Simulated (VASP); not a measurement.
Data:

```xyz
1
Lattice="-3.0361 3.0361 3.0361 3.0361 -3.0361 3.0361 3.0361 3.0361 -3.0361" Properties=species:S:1:pos:R:3 pbc="T T T"
Cs     0.0000     0.0000     0.0000
```

Computed with PW91 GGA, VASP's PBE PAW potentials (set 64) (plane waves; VASP). Numerical set-up: 520 eV cut-off, 9×9×9 Γ-centred mesh, first-order Methfessel-Paxton smearing of 0.10 eV, potentials Cs_sv.

Unless said otherwise, spin-orbit coupling is left out, though it shifts the bands of the heavy elements here.

Question: Predict the energy per atom (σ→0), band gap (on the k-mesh) with the smallest direct gap where there is one.

Answer: 
* **band gap (on the k-mesh)**: none (metal, semimetal or under 0.01 eV)
* **energy per atom (σ→0)**: -0.850 eV/atom

Total energies compare only between runs with the same potentials, cut-off and functional.

The compound is Cs in the bcc structure. This cell is one point of a volume scan, at 0.97 of the reference volume.
